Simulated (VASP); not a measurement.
# CsZn4Hg3 (P4/mmm) in VASP: single point with PBE

Aim: the single point of CsZn4Hg3 with PBE.

Program: VASP 6.6.1. These are calculated values, not measurements. Logs are shortened: lines on timing, memory, paths and dates and some standing lists are left out, and cuts for length are marked.

**1. The crystal as given**

It takes space group P4/mmm (No. 123, tetragonal). The conventional cell has a = 4.268 Å, b = 4.268 Å, c = 10.796 Å, α = 90.00°, β = 90.00°, γ = 90.00°. Around Cs (site symmetry 4/mmm) lie 8 Hg at 3.82 Å and 4 Cs at 4.27 Å and 8 Zn at 4.29 Å. Zn (site symmetry 2mm) is surrounded by 4 Hg at 2.55 to 2.71 Å. Hg (site symmetry 4mm) has 4 Zn at 2.55 Å as nearest neighbours. Hg (site symmetry 4/mmm) has 8 Zn at 2.71 Å as nearest neighbours.

The cell was built by a generator and needn't be a form met in nature.

**2. Single point, PBE**

File INCAR:

```
PREC = Accurate ; ENCUT = 520
EDIFF = 1E-7 ; ISMEAR = 1
SIGMA = 0.0146 ; LREAL = False
LASPH = True ; NELM = 100
ALGO = Normal ; ISIF = 2
LWAVE = False ; LCHARG = True
GGA = PE ; LELF = True
LVHAR = True ; NBANDS = 56
```

File KPOINTS:

```
Automatic mesh
0
Gamma
  6 6 3
```

File POSCAR:

```
CsZn4Hg3
1.0
    4.2676510000      0.0000000000      0.0000000000
    0.0000000000      4.2676510000      0.0000000000
    0.0000000000      0.0000000000     10.7955050000
Cs Zn Hg
1 4 3
Direct
    0.0000000000      0.0000000000      0.5000000000
    0.0000000000      0.5000000000      0.1548700000
    0.5000000000      0.0000000000      0.1548700000
    0.0000000000      0.5000000000      0.8451300000
    0.5000000000      0.0000000000      0.8451300000
    0.5000000000      0.5000000000      0.2837300000
    0.5000000000      0.5000000000      0.7162700000
    0.0000000000      0.0000000000      0.0000000000
```

Potentials or basis: VASP PAW PBE potentials, release 64 (Cs_sv, Zn, Hg).

On the command line:

```bash
$ cat potpaw_PBE.64/Cs_sv/POTCAR potpaw_PBE.64/Zn/POTCAR potpaw_PBE.64/Hg/POTCAR > POTCAR
$ mpirun -np 1 vasp_std > vasp.out
```

OUTCAR:

```text
PREC = Accurate
   ENCUT = 520
   EDIFF = 1E-7
   ISMEAR = 1
   LREAL = False
   LASPH = True
   NELM = 100
   ISIF = 2
   GGA = PE

 ion  position               nearest neighbor table
   1  0.000  0.000  0.500-
   2  0.000  0.500  0.155-   6 2.55   6 2.55   8 2.71   8 2.71   3 3.02   3 3.02   3 3.02   3 3.02

   3  0.500  0.000  0.155-   6 2.55   6 2.55   8 2.71   8 2.71   2 3.02   2 3.02   2 3.02   2 3.02

   4  0.000  0.500  0.845-   7 2.55   7 2.55   8 2.71   8 2.71   5 3.02   5 3.02   5 3.02   5 3.02

   5  0.500  0.000  0.845-   7 2.55   7 2.55   8 2.71   8 2.71   4 3.02   4 3.02   4 3.02   4 3.02

   6  0.500  0.500  0.284-   2 2.55   3 2.55   3 2.55   2 2.55
   7  0.500  0.500  0.716-   4 2.55   5 2.55   5 2.55   4 2.55
   8  0.000  0.000  0.000-   2 2.71   3 2.71   4 2.71   5 2.71   2 2.71   4 2.71   3 2.71   5 2.71

  LATTYP: Found a simple tetragonal cell.
 ALAT       =     4.2676510000
 C/A-ratio  =     2.5296128948

  Lattice vectors:

 A1 = (   4.2676510000,   0.0000000000,   0.0000000000)
 A2 = (   0.0000000000,   4.2676510000,   0.0000000000)
 A3 = (   0.0000000000,   0.0000000000,  10.7955050000)

Analysis of symmetry for initial positions (statically):
=====================================================================
 Subroutine PRICEL returns:
 Original cell was already a primitive cell.

 Routine SETGRP: Setting up the symmetry group for a
 simple tetragonal supercell.

 Subroutine GETGRP returns: Found 16 space group operations
 (whereof 16 operations were pure point group operations)
 out of a pool of 16 trial point group operations.

The static configuration has the point symmetry D_4h.

Analysis of symmetry for dynamics (positions and initial velocities):
=====================================================================
 Subroutine PRICEL returns:
 Original cell was already a primitive cell.

 Routine SETGRP: Setting up the symmetry group for a
 simple tetragonal supercell.

 Subroutine GETGRP returns: Found 16 space group operations
 (whereof 16 operations were pure point group operations)
 out of a pool of 16 trial point group operations.

The dynamic configuration has the point symmetry D_4h.

 Subroutine INISYM returns: Found 16 space group operations
 (whereof 16 operations are pure point group operations),
 and found     1 'primitive' translations

----------------------------------------------------------------------------------------

                                     Primitive cell

  volume of cell :     196.6169

  direct lattice vectors                    reciprocal lattice vectors
     4.267651000  0.000000000  0.000000000     0.234320941  0.000000000  0.000000000
     0.000000000  4.267651000  0.000000000     0.000000000  0.234320941  0.000000000
     0.000000000  0.000000000 10.795505000     0.000000000  0.000000000  0.092631146

  length of vectors
     4.267651000  4.267651000 10.795505000     0.234320941  0.234320941  0.092631146

  position of ions in fractional coordinates (direct lattice)
     0.000000000  0.000000000  0.500000000
     0.000000000  0.500000000  0.154870000
     0.500000000  0.000000000  0.154870000
     0.000000000  0.500000000  0.845130000
     0.500000000  0.000000000  0.845130000
     0.500000000  0.500000000  0.283730000
     0.500000000  0.500000000  0.716270000
     0.000000000  0.000000000  0.000000000

  ion indices of the primitive-cell ions
   primitive index   ion index
                 1           1
                 2           2
                 3           3
                 4           4
                 5           5
                 6           6
                 7           7
                 8           8

----------------------------------------------------------------------------------------

 KPOINTS: Automatic mesh

Automatic generation of k-mesh.
 Grid dimensions read from file:
 generate k-points for:    6    6    3

 Generating k-lattice:

  Cartesian coordinates                     Fractional coordinates (reciprocal lattice)
     0.039053490  0.000000000  0.000000000     0.166666667  0.000000000  0.000000000
     0.000000000  0.039053490  0.000000000     0.000000000  0.166666667  0.000000000
     0.000000000  0.000000000  0.030877049     0.000000000  0.000000000  0.333333333

  Length of vectors
     0.039053490  0.039053490  0.030877049

  Shift w.r.t. Gamma in fractional coordinates (k-lattice)
     0.000000000  0.000000000  0.000000000

 Subroutine IBZKPT returns following result:
 ===========================================

 Found     20 irreducible k-points:

 Following reciprocal coordinates:
            Coordinates               Weight
  0.000000  0.000000  0.000000      1.000000
  0.166667  0.000000  0.000000      4.000000
  0.333333  0.000000  0.000000      4.000000
  0.500000  0.000000  0.000000      2.000000
  0.166667  0.166667  0.000000      4.000000
  0.333333  0.166667  0.000000      8.000000
[... 12 lines left out ...]
  0.500000  0.333333  0.333333      8.000000
  0.500000  0.500000  0.333333      2.000000
   k-points           NKPTS =     20   k-points in BZ     NKDIM =     20   number of bands    NBANDS=     56
   number of dos      NEDOS =    301   number of ions     NIONS =      8
   total plane-waves  NPLWV =  81920
   dimension x,y,z NGX =    32 NGY =   32 NGZ =   80
   dimension x,y,z NGXF=    64 NGYF=   64 NGZF=  160
   ions per type =               1   4   3
   NGX,Y,Z   is equivalent  to a cutoff of  12.47, 12.47, 12.32 a.u.
   NGXF,Y,Z  is equivalent  to a cutoff of  24.93, 24.93, 24.64 a.u.
 SYSTEM =  unknown system
   PREC   = accura    normal or accurate (medium, high low for compatibility)
   ISTART =      0    job   : 0-new  1-cont  2-samecut
   ICHARG =      2    charge: 1-file 2-atom 10-const
   ISPIN  =      1    spin polarized calculation?
   LNONCOLLINEAR =      F non collinear calculations
   LSORBIT =      F    spin-orbit coupling
   LASPH  =      T    aspherical Exc in radial PAW
   ENCUT  =  520.0 eV  38.22 Ry    6.18 a.u.   7.94  7.94 20.07*2*pi/ulx,y,z
   NELM   =    100;   NELMIN=  2; NELMDL= -5     # of ELM steps
   EDIFF  = 0.1E-06   stopping-criterion for ELM
   LREAL  =      F    real-space projection
   EDIFFG = 0.1E-05   stopping-criterion for IOM
   NSW    =      0    number of steps for IOM
   IBRION =     -1    ionic relax: 0-MD 1-quasi-New 2-CG
   NFREE  =      0    steps in history (QN), initial steepest desc. (CG)
   ISIF   =      2    stress and relaxation
   ISYM   =      2    0-nonsym 1-usesym 2-fastsym
   POTIM  = 0.5000    time-step for ionic-motion
   TEBEG  =    0.0;   TEEND  =   0.0 temperature during run
   PSTRESS=    0.0 pullay stress
   NELECT =      93.0000    total number of electrons
   NUPDOWN=      -1.0000    fix difference up-down
   EMIN   =  10.00;   EMAX   =-10.00  energy-range for DOS
   EFERMI =   0.00;   METHOD = LEGACY
   ISMEAR =     1;   SIGMA  =   0.01  broadening in eV -4-tet -1-fermi 0-gaus
   EFERMI_NEDOS =   21; number of points for ismear=-14 and -15
   IALGO  =     38    algorithm
   IMIX   =      4    mixing-type and parameters
     AMIX     =   0.40;   BMIX     =  1.00
     AMIX_MAG =   1.60;   BMIX_MAG =  1.00
  volume/ion in A,a.u.               =      24.58       165.85
  Fermi-wavevector in a.u.,A,eV,Ry     =   1.275544  2.410429 22.136861  1.627013
  Thomas-Fermi vector in A             =   2.408251
   LORBIT       =      0    0 simple, 1 ext, 2 COOP (PROOUT), +10 PAW based schemes
   GGA     = PE    functional components
   LHFCALC =     F    Hartree Fock is set to
   AEXX    =    0.0000 exact exchange contribution
   IVDW    =     0    specifies the selected vdW correction
   LEPSILON=     F    determine dielectric tensor
   LRPA    =     F    only Hartree local field effects (RPA)
 non-spin polarized calculation
 Methfessel and Paxton  Order N= 1 SIGMA  =   0.01
  energy-cutoff  :      520.00
  volume of cell :      196.62
 maximum number of plane-waves:      5348
 NGX is ok and might be reduce to    32
   NGX = 15   NGY = 15   NGZ = 41

 number of electron      93.0000120 magnetization

 Free energy of the ion-electron system (eV)
  ---------------------------------------------------
  ext. energy  EPLUGINS =         0.00000000
  ---------------------------------------------------
  free energy    TOTEN  =        -4.57755242 eV

  energy without entropy =       -4.57740725  energy(sigma->0) =       -4.57750403

 E-fermi :   2.2137     XC(G=0):  -9.8075

 val. band max:        2.2066304137   @ k =   0.3333   0.1667   0.3333
 cond. band min:       2.2521727555   @ k =   0.5000   0.3333   0.3333
 fundamental gap:      0.0455423418
 Fermi energy:         2.2137296665

 k-point     1 :       0.0000    0.0000    0.0000
  band No.  band energies     occupation
      1     -20.0416      2.00000
      2      -7.2150      2.00000
      3      -6.9491      2.00000
      4      -6.6845      2.00000
      5      -6.6845      2.00000
      6      -6.0607      2.00000
[... 48 lines left out ...]
     55       7.0924      0.00000
     56       7.3622      0.00000

 k-point     2 :       0.1667    0.0000    0.0000
  band No.  band energies     occupation
      1     -20.0289      2.00000
      2      -7.1352      2.00000
      3      -6.9841      2.00000
      4      -6.6669      2.00000
      5      -6.6495      2.00000
      6      -6.0894      2.00000
[... 48 lines left out ...]
     55       6.7586      0.00000
     56       7.8743      0.00000

 k-point     3 :       0.3333    0.0000    0.0000
  band No.  band energies     occupation
      1     -20.0033      2.00000
      2      -7.3002      2.00000
      3      -6.9763      2.00000
      4      -6.6290      2.00000
      5      -6.2769      2.00000
      6      -6.1064      2.00000
[... 936 lines left out ...]
 k-point    19 :       0.5000    0.3333    0.3333
  band No.  band energies     occupation
      1     -19.9539      2.00000
      2      -7.3236      2.00000
      3      -7.1314      2.00000
      4      -6.8620      2.00000
      5      -6.2325      2.00000
      6      -6.2185      2.00000
[... 48 lines left out ...]
     55       7.1741      0.00000
     56       7.2891      0.00000

 k-point    20 :       0.5000    0.5000    0.3333
  band No.  band energies     occupation
      1     -19.9416      2.00000
      2      -7.2843      2.00000
      3      -7.2843      2.00000
      4      -6.8492      2.00000
      5      -6.2636      2.00000
      6      -6.2636      2.00000
[... 48 lines left out ...]
     55       7.3024      0.00000
     56       7.3686      0.00000

------------------------ aborting loop because EDIFF is reached ----------------------------------------

  FORCE on cell =-STRESS in cart. coord.  units (eV):
  Direction    XX          YY          ZZ          XY          YZ          ZX
  --------------------------------------------------------------------------------------
  -------------------------------------------------------------------------------------
  Total        9.1349576      9.1349576      7.4474215      0.0000000      0.0000000     -0.0000000
  in kB       74.4382856     74.4382856     60.6870131      0.0000000      0.0000000     -0.0000000
  external PRESSURE =      69.8545281 kB  Pullay stress =       0.0000000 kB

 VOLUME and BASIS-vectors are now :
 -----------------------------------------------------------------------------
  energy-cutoff  :      520.00
  volume of cell :      196.62
      direct lattice vectors                 reciprocal lattice vectors
     4.267651000  0.000000000  0.000000000     0.234320941  0.000000000  0.000000000
     0.000000000  4.267651000  0.000000000     0.000000000  0.234320941  0.000000000
     0.000000000  0.000000000 10.795505000     0.000000000  0.000000000  0.092631146

 POSITION                                       TOTAL-FORCE (eV/Angst)
 -----------------------------------------------------------------------------------
      0.00000      0.00000      5.39775         0.000000      0.000000      0.000000
      0.00000      2.13383      1.67190         0.000000      0.000000     -0.491445
      2.13383      0.00000      1.67190         0.000000      0.000000     -0.491445
      0.00000      2.13383      9.12361         0.000000      0.000000      0.491445
      2.13383      0.00000      9.12361         0.000000      0.000000      0.491445
      2.13383      2.13383      3.06301         0.000000     -0.000000      1.559718
      2.13383      2.13383      7.73250        -0.000000     -0.000000     -1.559718
      0.00000      0.00000      0.00000         0.000000      0.000000      0.000000
 -----------------------------------------------------------------------------------
    total drift:                                0.000000      0.000000      0.000000

  FREE ENERGIE OF THE ION-ELECTRON SYSTEM (eV)
  ---------------------------------------------------
  free  energy   TOTEN  =        -4.5775524198 eV

  energy  without entropy=       -4.5774072496  energy(sigma->0) =       -4.57750403
```

Run time: 2.4 min. Hardware: 1 thread of Intel Xeon Platinum 8488C (Sapphire Rapids), shared host; peak memory 0.38 GiB.

What came out:

```
Free energy            : -4.5776 eV
Pressure               : 7.0 GPa
Largest force          : 1.560 eV/Å
Band gap on the k mesh : none (metal or under the smearing width)
```

Forces in eV/Å, atoms in the order of the input:
```
Cs   0.000  0.000  0.000
Zn   0.000  0.000 -0.491
Zn   0.000  0.000 -0.491
Zn   0.000  0.000  0.491
Zn   0.000  0.000  0.491
Hg   0.000  0.000  1.560
Hg   0.000  0.000 -1.560
Hg   0.000  0.000  0.000
```

Stress tensor (GPa, compression positive):
```
7.44 0.00 0.00
0.00 7.44 0.00
0.00 0.00 6.07
```

Caveat: forces of over 1 eV/Å show positions far from the minimum, so gaps and moduli don't describe the material at rest. Spin-orbit coupling is left out, which matters for the levels of Cs, Hg.
